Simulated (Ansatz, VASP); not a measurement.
## Si63C11 (amorphous Si0.85C0.15): VASP beside Ansatz

Wanted: the spread between two codes on one cell, functional and k mesh. The cell is taken from a series of runs on this material, whose earlier steps may have relaxed, scaled, displaced or heated it; both programs get it as it stands.

Calculated with Ansatz 0.2.0; plane waves, with VASP 6.6.1 beside it; single point at PBE.

## (1) Set-up

The cell holds 148 atoms: 126 Si and 22 C. Cell: a = 13.515 Å, b = 13.515 Å, c = 13.515 Å, α = 90.0°, β = 90.0°, γ = 90.0°. As first built, before any earlier steps moved the atoms (in the runner's words): 148 atoms (126 Si, 22 C) placed at random at 2.56 g/cm^3, melted at 4500 K for 10 ps at fixed volume with the Erhart-Albe potential (Erhart and Albe, Phys. Rev. B 71, 035211 (2005)). Quenched from 4500 K to 100 K at 50 K/ps and fixed volume, held 5 ps.

## (2) VASP: single point, PBE

With cell and atoms fixed, the geometry can't cause a difference; cores, projectors, grids and the points listed under the comparison can.

Lines of VASP's logs that name or quote its potential files are left out, and so is its time.

INCAR reads:

```
SYSTEM = Si63C11
PREC = Accurate
ENCUT = 520
EDIFF = 1E-06
NELM = 120
ISMEAR = 0
SIGMA = 0.025
LREAL = Auto
ALGO = Normal
GGA = PE
NBANDS = 399
LORBIT = 11
LWAVE = .FALSE.
LCHARG = .FALSE.
ISIF = 2
LASPH = .TRUE.
GGA_COMPAT = .FALSE.
```

POSCAR reads:

```
Si63C11
1.0
   13.5152000000      0.0000000000      0.0000000000
    0.0000000000     13.5152000000      0.0000000000
    0.0000000000      0.0000000000     13.5152000000
Si C
126 22
Direct
    0.5387400000      0.1464800000      0.9853900000
    0.1682000000      0.9917400000      0.3118500000
    0.9572400000      0.8468200000      0.6409500000
    0.7572300000      0.5973900000      0.9228400000
    0.3325700000      0.0358800000      0.8505900000
    0.3693400000      0.2509700000      0.0749900000
    0.8397300000      0.8814800000      0.5011300000
    0.6287000000      0.1379800000      0.4476600000
    0.9986100000      0.2385800000      0.2841000000
    0.5298700000      0.3458300000      0.8953500000
    0.1077900000      0.3237600000      0.9320000000
    0.9436300000      0.1686700000      0.0623000000
    0.9993900000      0.4497200000      0.8907900000
    0.6757000000      0.7682300000      0.9340500000
    0.6036200000      0.1019100000      0.8241100000
    0.0726500000      0.0656800000      0.9955200000
    0.0586500000      0.9463600000      0.8659800000
    0.6337600000      0.4664800000      0.0940400000
    0.8899000000      0.6182800000      0.8038800000
    0.1044200000      0.3267200000      0.1074200000
    0.5393000000      0.8570700000      0.4184700000
    0.3800000000      0.6339400000      0.1011800000
    0.9620800000      0.8247200000      0.9490200000
    0.4105400000      0.5928000000      0.3345600000
    0.7686800000      0.6731600000      0.3967100000
    0.4799400000      0.4706500000      0.5693600000
    0.1153000000      0.6208700000      0.5774300000
    0.3648900000      0.3930800000      0.4777200000
    0.2846600000      0.5308700000      0.4279300000
    0.6838300000      0.8787300000      0.3263500000
[... 112 atom lines left out ...]
    0.4554900000      0.9567900000      0.6455700000
    0.1791500000      0.8719800000      0.1268200000
    0.8505100000      0.3789700000      0.6575100000
    0.6272600000      0.6816400000      0.7037700000
    0.7695400000      0.1612700000      0.2421500000
    0.9807000000      0.2776500000      0.1461300000
```

KPOINTS reads:

```
Automatic mesh
0
Gamma
1 1 1
0 0 0
```

PAW data sets: Si and C (PBE family, release 64).

Started as:

```bash
$ export OMP_NUM_THREADS=3
$ mpirun -np 1 vasp_gam
```

Numbers of over 12 decimals in the logs are rounded to 6 here.

What it wrote:

```text
[banner, memory and clock lines left out]
running    1 mpi-ranks, on    1 nodes
[...]
Offloading initialized ...    1 GPUs detected
[...]
LDA part: xc-table for (Slater+PW92), standard interpolation
 POSCAR, INCAR and KPOINTS ok, starting setup
[...]
entering main loop
       N       E                     dE             d eps       ncg     rms          rms(c)
DAV:   1     0.313501819403E+04    0.31350E+04   -0.27232E+05   798   0.135E+03
DAV:   2    -0.436331266923E+03   -0.35713E+04   -0.33435E+04  1005   0.236E+02
DAV:   3    -0.853310659865E+03   -0.41698E+03   -0.40191E+03  1004   0.724E+01
DAV:   4    -0.870884007175E+03   -0.17573E+02   -0.17318E+02   972   0.166E+01
[...]
DAV:  19    -0.826629374221E+03   -0.27175E-05   -0.75289E-05  1020   0.124E-02    0.128E-02
DAV:  20    -0.826629376433E+03   -0.22125E-05   -0.21337E-05   940   0.652E-03    0.756E-03
DAV:  21    -0.826629376987E+03   -0.55430E-06   -0.59252E-06   876   0.348E-03
   1 F= -.82662938E+03 E0= -.82661568E+03  d E =-.273856E-01
```

Parts of OUTCAR (step 2):

```text
  Total       23.9366104     59.3120858     46.0907922    -29.3303735    -21.3464310     -4.5023142
  in kB       15.5348049     38.4934067     29.9128177    -19.0353447    -13.8537845     -2.9219915
  external PRESSURE =      27.9803431 kB  Pullay stress =       0.0000000 kB

 POSITION                                       TOTAL-FORCE (eV/Angst)
 -----------------------------------------------------------------------------------
      7.28118      1.97971     13.31774        -0.355395      1.319952     -0.646338
      2.27326     13.40356      4.21472         0.810218     -0.194290     -0.175460
[...]
1.30462      4.35027      7.71772        -0.643652      0.448512     -0.254428
      9.96530     11.61956      0.89025        -0.288590      0.804127     -0.264639
     11.03989      1.05905      1.80685         0.017910     -0.270637      0.650035
      0.63913     12.33559      1.09297         0.482505     -0.330663     -0.156128
      3.92711      1.67507      7.15387        -0.408428      0.164780      0.012091
      6.45635     10.47482      2.13716        -0.332610     -0.254933      0.226917
      7.88558      0.23435      1.03635         0.667754     -1.575215     -0.115763
      8.29739      4.96211      7.39579        -0.370532     -0.139515     -0.051804
      7.28118      9.14357      5.55745         0.686737     -0.311676     -0.375582
      6.93330     11.41669     12.02055         0.299174      0.076770      0.213532
     11.41602      3.05687      4.83425        -0.760436      0.331373     -1.157845
[...]
-----------------------------------------------------------------------------------
    total drift:                                0.001857      0.030668     -0.000176

  FREE ENERGIE OF THE ION-ELECTRON SYSTEM (eV)
  ---------------------------------------------------
  free  energy   TOTEN  =      -826.6293769873 eV

  energy  without entropy=     -826.6019914178  energy(sigma->0) =     -826.61568420

[... 3 further parts left out ...]
[key lines of the parts left out:]
E-fermi :   6.9481
```

The run ends at a pressure of 2.80 GPa, with forces up to 2.0 eV/Å.

## (3) Ansatz: single point, PBE

Ansatz runs on its PAW soft_1 files.

The same cell, functional, mesh and smearing now go to Ansatz, which takes its cutoff from its data sets.

input.yaml reads:

```yaml
crystal:
  lattice:
    - [13.5152, 0.0, 0.0]
    - [0.0, 13.5152, 0.0]
    - [0.0, 0.0, 13.5152]
  atoms:
    - { symbol: Si, position: [0.53874, 0.14648, 0.98539] }
    - { symbol: Si, position: [0.1682, 0.99174, 0.31185] }
    - { symbol: Si, position: [0.95724, 0.84682, 0.64095] }
    - { symbol: Si, position: [0.75723, 0.59739, 0.92284] }
    - { symbol: Si, position: [0.33257, 0.03588, 0.85059] }
    - { symbol: Si, position: [0.36934, 0.25097, 0.07499] }
    - { symbol: Si, position: [0.83973, 0.88148, 0.50113] }
    - { symbol: Si, position: [0.6287, 0.13798, 0.44766] }
    - { symbol: Si, position: [0.99861, 0.23858, 0.2841] }
    - { symbol: Si, position: [0.52987, 0.34583, 0.89535] }
    - { symbol: Si, position: [0.10779, 0.32376, 0.932] }
    - { symbol: Si, position: [0.94363, 0.16867, 0.0623] }
    - { symbol: Si, position: [0.99939, 0.44972, 0.89079] }
    - { symbol: Si, position: [0.6757, 0.76823, 0.93405] }
    - { symbol: Si, position: [0.60362, 0.10191, 0.82411] }
    - { symbol: Si, position: [0.07265, 0.06568, 0.99552] }
    - { symbol: Si, position: [0.05865, 0.94636, 0.86598] }
    - { symbol: Si, position: [0.63376, 0.46648, 0.09404] }
    - { symbol: Si, position: [0.8899, 0.61828, 0.80388] }
    - { symbol: Si, position: [0.10442, 0.32672, 0.10742] }
    - { symbol: Si, position: [0.5393, 0.85707, 0.41847] }
    - { symbol: Si, position: [0.38, 0.63394, 0.10118] }
    - { symbol: Si, position: [0.96208, 0.82472, 0.94902] }
    - { symbol: Si, position: [0.41054, 0.5928, 0.33456] }
    - { symbol: Si, position: [0.76868, 0.67316, 0.39671] }
    - { symbol: Si, position: [0.47994, 0.47065, 0.56936] }
    - { symbol: Si, position: [0.1153, 0.62087, 0.57743] }
    - { symbol: Si, position: [0.36489, 0.39308, 0.47772] }
    - { symbol: Si, position: [0.28466, 0.53087, 0.42793] }
    - { symbol: Si, position: [0.68383, 0.87873, 0.32635] }
[... 112 atom lines left out ...]
    - { symbol: C, position: [0.45549, 0.95679, 0.64557] }
    - { symbol: C, position: [0.17915, 0.87198, 0.12682] }
    - { symbol: C, position: [0.85051, 0.37897, 0.65751] }
    - { symbol: C, position: [0.62726, 0.68164, 0.70377] }
    - { symbol: C, position: [0.76954, 0.16127, 0.24215] }
    - { symbol: C, position: [0.9807, 0.27765, 0.14613] }
kpoints:
  mp_grid: { grid: [1, 1, 1] }
hamiltonian:
  xc: pbe
  pseudopotentials: { kind: paw, azcp: { folder: soft_1 } }
scf:
  occupations: { method: gaussian, width: 0.025 }
output:
  forces: true
```

Started as:

```bash
$ ansatz run input.yaml --threads 4 --pin off --max-ram 15872MiB --backend cpu --events-out ev --progress --plain --runs-dir out
```

What it wrote:

```text
Engine: ansatz 0.2.0, aarch64-unknown-linux-gnu
Pseudopotentials: kind: paw
Pseudopotential: Si, paw, valence charge 4, recommended cutoff 420 eV (normal), soft_1/Si.paw.azcp
Pseudopotential: C, paw, valence charge 4, recommended cutoff 420 eV (normal), soft_1/C.paw.azcp
Functional definition: PBE
  parameter kappa = 0.804
  parameter beta = 0.066725
  exchange = pbe_x(kappa = kappa, mu = beta*pi^2/3)
  correlation = pbe_c(beta = beta)
Crystal: 148 atoms, lattice volume = 2468.695 Å³
Basis set: ecut = 420 eV, 48489 PW (Γ), exchange–correlation on 192×192×192 points (8 copies of the dense FFT grid, shifted against one another)
Bands: 444, of which v1, the nominal top of the filled ones, is band 296 counted from 1 (295 counted from 0)
Symmetry: 1 space group operations
Space group: P1 (ITA 1), of the structure as read, at distance tolerance 1.4e-4 Å
k-points: 1
Non-local potential: Si, projectors of the file, l = 0: 2, l = 1: 2, l = 2: 1
Non-local potential: C, projectors of the file, l = 0: 2, l = 1: 2, l = 2: 1
PAW form: soft (Blöchl's): semilocal exchange-correlation on the pseudo side does not see the compensation charge
PAW one-centre angular grid: Si, 110 points (default); XC on 64 Gauss nodes
PAW one-centre angular grid: C, 110 points (default); XC on 64 Gauss nodes
Initial density: superposition of atomic densities (chi_scale 0.1, normalization cell, long waves kept (reshape's long-wave potential 0.96 eV rms))
Initial wavefunctions: pseudopotential atomic-orbital guess
Functional: x = pbe(κ = 0.804, μ = 0.219515), c = pbe(β = 0.066725)
SCF iter   1: F=—  HF=-85618.552349 eV  |F-HF|=—  |Δ(HF+E_count)|=         —  Δρ=5.95e-2  dr2=3.61e2  ethr=3.10e-3  ⟨swp⟩=6.0  Hψ=2116  notcnv=0  defer=106
preconditioner: auto → Kerker (q_TF=auto, 2.150 Å⁻¹)  [metal: Δε(μ)=0.020 eV  Ē_g=8.485 eV  σ=0.025 eV  W_gap=0.44  n_scr=436 (ndim 8)  ℏωp=18.2 eV  f_vac=0.000  D(μ)=76.43/eV (n_scr^D=514)]
SCF iter   2: F=—  HF=-85591.640330 eV  |F-HF|=—  |Δ(HF+E_count)|=    2.69e1  Δρ=3.42e-2  dr2=1.68e2  ethr=3.10e-3  ⟨swp⟩=2.0  Hψ=817  notcnv=0  defer=136
preconditioner: auto → Resta (q_TF=auto, 2.150 Å⁻¹)  ε∞=5.7  [insulator: Δε(μ)=0.050 eV  Ē_g=8.424 eV  σ=0.025 eV  W_gap=0.84  n_scr=436 (ndim 8)  ℏωp=18.2 eV  f_vac=0.000  D(μ)=33.98/eV (n_scr^D=170)  ε∞_Penn≈5.7]
SCF iter   3: F=—  HF=-85574.075611 eV  |F-HF|=—  |Δ(HF+E_count)|=    1.76e1  Δρ=1.17e-2  dr2=1.16e1  ethr=3.10e-3  ⟨swp⟩=4.0  Hψ=1156  notcnv=0  defer=137
SCF iter   4: F=—  HF=-85573.102719 eV  |F-HF|=—  |Δ(HF+E_count)|=   9.73e-1  Δρ=3.79e-3  dr2=9.36e-1  ethr=1.97e-3  ⟨swp⟩=2.0  Hψ=344  notcnv=0  defer=137
SCF iter   5: F=—  HF=-85573.090520 eV  |F-HF|=—  |Δ(HF+E_count)|=   1.22e-2  Δρ=1.91e-3  dr2=2.95e-1  ethr=1.58e-4  ⟨swp⟩=2.0  Hψ=611  notcnv=0  defer=137
SCF iter   6: F=—  HF=-85573.093838 eV  |F-HF|=—  |Δ(HF+E_count)|=   3.32e-3  Δρ=7.45e-4  dr2=7.19e-2  ethr=4.98e-5  ⟨swp⟩=2.0  Hψ=611  notcnv=0  defer=36
automatic band count: iteration 6 solves 343 bands in place of 444: the levels show a gap, and the empty bands left out lie too high to hold charge; the band table lists the bands solved (type scf.n_extra_bands for more)
SCF iter   7: F=—  HF=-85573.097204 eV  |F-HF|=—  |Δ(HF+E_count)|=   3.37e-3  Δρ=3.74e-4  dr2=1.81e-2  ethr=1.21e-5  ⟨swp⟩=3.0  Hψ=727  notcnv=0  defer=137
automatic band count: iteration 7 solves 444 bands in place of 343: the levels no longer show a gap clear of their residuals, so the SCF keeps every band
SCF iter   8: F=—  HF=-85573.097736 eV  |F-HF|=—  |Δ(HF+E_count)|=   5.32e-4  Δρ=1.19e-4  dr2=1.34e-3  ethr=3.06e-6  ⟨swp⟩=1.0  Hψ=511  notcnv=0  defer=137
SCF iter   9: F=—  HF=-85573.098032 eV  |F-HF|=—  |Δ(HF+E_count)|=   2.95e-4  Δρ=4.60e-5  dr2=1.43e-4  ethr=2.26e-7  ⟨swp⟩=2.0  Hψ=509  notcnv=0  defer=137
SCF iter  10: F=—  HF=-85573.098109 eV  |F-HF|=—  |Δ(HF+E_count)|=   7.75e-5  Δρ=1.55e-5  dr2=2.29e-5  ethr=2.41e-8  ⟨swp⟩=2.0  Hψ=604  notcnv=0  defer=137
SCF iter  11: F=—  HF=-85573.097978 eV  |F-HF|=—  |Δ(HF+E_count)|=   1.31e-4  Δρ=5.18e-6  dr2=1.71e-6  ethr=3.87e-9  ⟨swp⟩=2.0  Hψ=530  notcnv=0  defer=137
SCF iter  12: F=—  HF=-85573.097979 eV  |F-HF|=—  |Δ(HF+E_count)|=   1.07e-6  Δρ=1.84e-6  dr2=2.58e-7  ethr=2.89e-10  ⟨swp⟩=2.0  Hψ=604  notcnv=0  defer=137
SCF iter  13: F=-85573.097980 eV  HF=-85573.097980 eV  |F-HF|=6.66e-9  |Δ(HF+E_count)|=   1.09e-7  Δρ=5.89e-7  dr2=2.78e-8  ethr=1.69e-11  ⟨swp⟩=4.0  Hψ=1150  notcnv=0
SCF 1 converged in 13 iterations: F = -85573.097980 eV  dr2 = 2.78e-8
  greatest PAW one-centre occupation: 0.666 electrons in one spin orbital (limit 2), on the C atom at site 130 (counted from 0), in its partial waves of l = 0
SCF converged after 13 iterations
Free energy (F): -85573.097980 eV
Harris-Foulkes:  -85573.097980 eV  (|F-HF|=6.66e-9)
Internal energy: -85573.070613 eV  (E = F + TS)
E sigma→0 (E₀):  -85573.084296 eV
Entropy (-TS):   -0.027367 eV (-0.185 meV/atom)
Fermi energy:    7.532367 eV
--- Per-component energies (eV) ---
  E_band       = 1029.144884
  E_kinetic    = 7088.231280
  E_local      = -7191.729770  (includes V_loc(G=0)·N_el)
  E_nonlocal   = 3376.103747
  E_hartree    = 2715.976783
  E_xc         = -8173.399816
  E_vxc        = -7325.495540  (∫ρ·V_xc dr)
  E_paw        = -66637.883247  (= ΣΔE_a)
  E_vpaw       = -349.924284  (= ΣTr[D̂ρ^β])
  E_aug_tail   = 0.005218  (compensation charges beyond the density's cutoff)
  E_ewald      = -16750.374808
  E_smearing   = -0.027367  (= −TS)
  E_closure    = 0.000000  (closes the sum)
  Σ components = -85573.097980   (vs F -85573.097980, Δ=0.00e0)
--- Forces (eV/Å), atoms counted from 1 ---
  atom   1  Si    -0.35847624     1.32253318    -0.64777085
  atom   2  Si     0.81209297    -0.19836283    -0.18221899
  atom   3  Si    -0.22385574     0.42982359    -0.04993162
  atom   4  Si     0.11014613    -0.09877627    -0.31523877
  atom   5  Si     0.69428753     0.45532739    -0.20013442
  atom   6  Si     0.72922344    -0.01212464    -0.66403705
  atom   7  Si     0.19463990     0.39725528    -1.00119016
  atom   8  Si     0.58540867    -0.41210265     0.12299849
  atom   9  Si     0.00920725    -0.11404065    -0.22027075
  atom  10  Si    -0.18054209    -0.16608043     0.04031141
  atom  11  Si    -0.44911393    -0.26945629     0.76300155
  atom  12  Si     0.40568007     0.01245086    -0.37201140
  atom  13  Si    -0.27795594    -0.06332874    -0.09969346
  atom  14  Si    -1.06274381     0.12867822    -0.31082621
  atom  15  Si     1.04936419    -0.66390455    -0.37955362
  atom  16  Si    -0.19176646     0.57962804     0.97679267
  atom  17  Si     0.30353134    -0.10715332    -0.22496810
  atom  18  Si     0.05443586     0.21613323    -0.87119932
  atom  19  Si     0.11856656    -0.68354085     0.01275334
  atom  20  Si     0.08685628    -0.09469761    -0.69713374
  atom  21  Si     0.40018132    -0.29247622     0.75228592
  atom  22  Si     0.06118036     0.36777775    -0.45100080
  atom  23  Si    -0.11342882    -0.93442907    -0.02921594
  atom  24  Si    -0.17649077     0.43316747     0.02704560
[...]
atom 141  C     -0.83663283     0.45823479     0.60850975
  atom 142  C      0.45531993     0.02566744     0.06297579
  atom 143  C      0.19760048    -0.69934939     0.20309044
  atom 144  C     -0.73251383    -1.66032588    -0.61999976
  atom 145  C      0.03062016     0.24012280    -0.01534846
  atom 146  C     -0.54559681     0.15597523    -0.43671922
  atom 147  C     -0.38075651     0.53340280    -0.06374684
  atom 148  C      0.19320904    -0.30477902     0.46044846
  max |Σ_I F_I| component: 3.35e-5 eV/Å
```

The column dr2 measures how far the density is from self-consistency, as an energy; F and HF (Harris–Foulkes) agree once it is small.

## (4) Comparison

Known differences besides the potentials themselves: the cutoff is 420 eV in Ansatz and 520 eV in VASP (PREC = Accurate, projectors in real space). Total energies have different zeros and are not compared.

Forces on 9 of the 148 atoms, those with the largest forces and the largest differences (eV/Å; atoms numbered as in POSCAR):

| atom | Ansatz x, y, z | VASP x, y, z |
| --- | --- | --- |
| Si79 | 0.679, -1.585, -0.115 | 0.668, -1.575, -0.116 |
| Si124 | -0.184, -0.527, 1.449 | -0.178, -0.521, 1.442 |
| C128 | -0.448, -1.290, 1.123 | -0.440, -1.265, 1.098 |
| C129 | -0.139, -0.147, -0.483 | -0.097, -0.132, -0.506 |
| C131 | -1.570, 0.439, 0.114 | -1.564, 0.468, 0.153 |
| C135 | 0.195, -1.532, 0.835 | 0.201, -1.545, 0.845 |
| C140 | 0.159, 1.597, -0.421 | 0.153, 1.580, -0.425 |
| C142 | 0.455, 0.026, 0.063 | 0.491, 0.023, 0.073 |
| C144 | -0.733, -1.660, -0.620 | -0.748, -1.690, -0.630 |

The forces differ by 7.1 meV/Å r.m.s., which is 1.4 % of the r.m.s. force of 0.493 eV/Å (both taken over all components).

## (5) What came out

```yaml
r_m_s_force_difference_single_point_pbe: 1.4 % of the r.m.s. force
```

In words: The r.m.s. force difference is 1.4 % of the r.m.s. force (single point, PBE), within the 3 % picked in this series as the mark of a large difference. How closely two codes agree says nothing of how well the functional describes the real material.

[Lines on the potential files, build, host, timing and source positions are cut from VASP's logs without a mark.]

[Logs are printed without paths, hosts, clocks, repeated set-up lines and the standing remarks that a program may print on its own settings, such as how far it seeks lower states.]

[Hosts, paths, dates, database ids (printed as entryN), source tags and the programs' standing remarks are cut or masked in the printed files.]
